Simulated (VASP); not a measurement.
Level of theory: PBE GGA, VASP's PBE PAW potentials (set 64) (plane waves; VASP).

A VASP calculation is set up with these files.

### POSCAR
```
InAs
1
    0.0000000000     3.0929167403     3.0929167403
    3.0929167403     0.0000000000     3.0929167403
    3.0929167403     3.0929167403     0.0000000000
In As
1 1
Direct
  0.0000000000   0.0000000000   0.0000000000
  0.2500000000   0.2500000000   0.2500000000
```

### KPOINTS
```
Automatic mesh
0
Gamma
9 9 9
0 0 0
```

**INCAR**
```
ISIF = 2   ! forces and stress, cell fixed
EDIFFG = -0.001
LCHARG = .False.
LMAXMIX = 4
LREAL = .False.   ! projection in real space or not
NSW = 30   ! most ionic steps
IBRION = 1   ! quasi-Newton
SIGMA = 0.1
EDIFF = 1E-8   ! SCF stop (eV)
ALGO = Normal   ! blocked Davidson
SYSTEM = InAs
GGA = PE   ! PBE
ENCUT = 400   ! plane-wave cut-off (eV)
LASPH = .True.
NELM = 100   ! most electronic steps
ISMEAR = 1   ! Methfessel-Paxton
PREC = Accurate
LWAVE = .False.
```

POTCAR, in this order: In_d As (PBE.64 set). Program: vasp_std.

The resulting files:

OSZICAR:
```
       N       E                     dE             d eps       ncg     rms          rms(c)
DAV:   1     0.102340159676E+03    0.10234E+03   -0.73943E+03   915   0.123E+03
DAV:   2    -0.770165781737E+00   -0.10311E+03   -0.99763E+02   970   0.291E+02
DAV:   3    -0.779399591485E+01   -0.70238E+01   -0.69819E+01  1205   0.833E+01
DAV:   4    -0.796577428202E+01   -0.17178E+00   -0.17169E+00  1051   0.153E+01
DAV:   5    -0.797299161891E+01   -0.72173E-02   -0.72171E-02  1291   0.261E+00    0.408E+00
DAV:   6    -0.773499116666E+01    0.23800E+00   -0.44265E-01  1351   0.117E+01    0.228E+00
DAV:   7    -0.771599412542E+01    0.18997E-01   -0.12617E-01  1262   0.326E+00    0.691E-01
DAV:   8    -0.771717640272E+01   -0.11823E-02   -0.12116E-02  1060   0.157E+00    0.175E-01
DAV:   9    -0.771784007024E+01   -0.66367E-03   -0.12105E-03  1120   0.433E-01    0.108E-01
DAV:  10    -0.771796451089E+01   -0.12444E-03   -0.17498E-04  1157   0.168E-01    0.696E-02
DAV:  11    -0.771800865853E+01   -0.44148E-04   -0.16137E-04   980   0.138E-01    0.576E-02
DAV:  12    -0.771801101351E+01   -0.23550E-05   -0.12244E-05   960   0.286E-02    0.147E-02
DAV:  13    -0.771801130807E+01   -0.29456E-06   -0.22030E-06  1105   0.952E-03    0.823E-03
DAV:  14    -0.771801153969E+01   -0.23163E-06   -0.15952E-07  1021   0.411E-03    0.253E-03
DAV:  15    -0.771801172750E+01   -0.18781E-06   -0.36785E-08  1087   0.222E-03    0.741E-04
DAV:  16    -0.771801177399E+01   -0.46491E-07   -0.44060E-09   565   0.663E-04    0.328E-04
DAV:  17    -0.771801177561E+01   -0.16239E-08   -0.21283E-09   510   0.335E-04
   1 F= -.77180118E+01 E0= -.77181202E+01  d E =-.771801E+01
```

### OUTCAR
```
------------------------ aborting loop because EDIFF is reached ----------------------------------------
  FORCE on cell =-STRESS in cart. coord.  units (eV):
  Direction    XX          YY          ZZ          XY          YZ          ZX
  --------------------------------------------------------------------------------------
  Total        0.0134533      0.0134533      0.0134533      0.0000000      0.0000000     -0.0000000
  in kB        0.3642531      0.3642531      0.3642531      0.0000000      0.0000000     -0.0000000
  external PRESSURE =       0.3642531 kB  Pullay stress =       0.0000000 kB
  volume of cell :       59.17
      direct lattice vectors                 reciprocal lattice vectors
     0.000000000  3.092916740  3.092916740    -0.161659702  0.161659702  0.161659702
     3.092916740  0.000000000  3.092916740     0.161659702 -0.161659702  0.161659702
     3.092916740  3.092916740  0.000000000     0.161659702  0.161659702 -0.161659702
  FREE ENERGIE OF THE ION-ELECTRON SYSTEM (eV)
  ---------------------------------------------------
  free  energy   TOTEN  =        -7.7180117756 eV

  energy  without entropy=       -7.7183370354  energy(sigma->0) =       -7.71812020

 reached required accuracy - stopping structural energy minimisation
```
(Selected blocks of OUTCAR.)

The compound is InAs in the zinc blende structure. It was relaxed first, which changed the volume by +6 %. The start is the result of an earlier pass.
